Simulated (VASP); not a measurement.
# NaHF₂ (space group R-3m): computed properties

Level of theory: r2SCAN meta-GGA, VASP's PBE PAW potentials (set 64) (plane waves; VASP 6.6.1).

| Property | Value |
|---|---|
| space group | R-3m (166) |
| cell | a = 3.408 Å, b = 3.408 Å, c = 13.711 Å, α = 90.00°, β = 90.00°, γ = 120.00° |
| volume per atom | 11.49 Å³/atom |
| band gap (over mesh and band path) | 7.85 eV |
| smallest direct gap (over mesh and band path) | 7.96 eV |
| band-edge character | indirect, T to Γ |
| density | 2.24 g/cm³ |
| mean ε∞ (independent particles) | 1.68 |

```
CELL_PARAMETERS angstrom
      1.70390     0.98375     4.57044
     -1.70390     0.98375     4.57044
      0.00000    -1.96750     4.57044
ATOMIC_POSITIONS crystal
  Na 0.00000 0.00000 0.00000
  H  0.50000 0.50000 0.50000
  F  0.58293 0.58293 0.58293
  F  0.41707 0.41707 0.41707
```

The structure comes from a computed database's NaHF2 entry (R-3m); how it stands against other phases isn't given here. It was relaxed first. Symmetry was kept, so distortions that lower it aren't found.
